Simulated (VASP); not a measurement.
Input:

```yaml
crystal:
  lattice:
    - [4.27436, 0.00000, 0.00000]
    - [0.00000, 4.27436, 0.00000]
    - [0.00000, 0.00000, 4.27436]
  atoms:
    - { symbol: Cs, position: [0.00000, 0.00000, 0.00000] }
    - { symbol: Br, position: [0.50000, 0.50000, 0.50000] }
```

Level of theory: rev-vdW-DF2, VASP's PBE PAW potentials (set 64) (plane waves; VASP). Run with 520 eV cut-off, Gaussian smearing of 0.050 eV, potentials Cs_sv Br.

Unless said otherwise, spin-orbit coupling is left out, though it shifts the bands of the heavy elements here.

Task: Give the energies of bands 3 to 11 at the high-symmetry points, in eV from the valence-band maximum.

Result: 
| band | Γ | X | M | R |
|---|---|---|---|---|
| 3 | -6.35 | -6.75 | -6.97 | -6.77 |
| 4 | -6.35 | -6.24 | -6.97 | -6.77 |
| 5 | -6.35 | -6.24 | -6.17 | -6.77 |
| 6 | 0.00 | -1.37 | -0.58 | -1.22 |
| 7 | 0.00 | -0.22 | -0.58 | -1.22 |
| 8 | 0.00 | -0.22 | -0.01 | -1.22 |
| 9 | 4.42 | 5.82 | 5.16 | 8.32 |
| 10 | 4.80 | 7.25 | 5.43 | 8.32 |
| 11 | 4.80 | 7.73 | 7.18 | 8.32 |

The gap is direct, 4.42 eV, from the valence maximum at Γ to the conduction minimum at Γ.

Measured: gap 7.30 eV (computed value off by -2.88 eV), as given by Aguado et al., (1998), arXiv:cond-mat/9809176.

The compound is CsBr in the CsCl type structure. It was relaxed first.
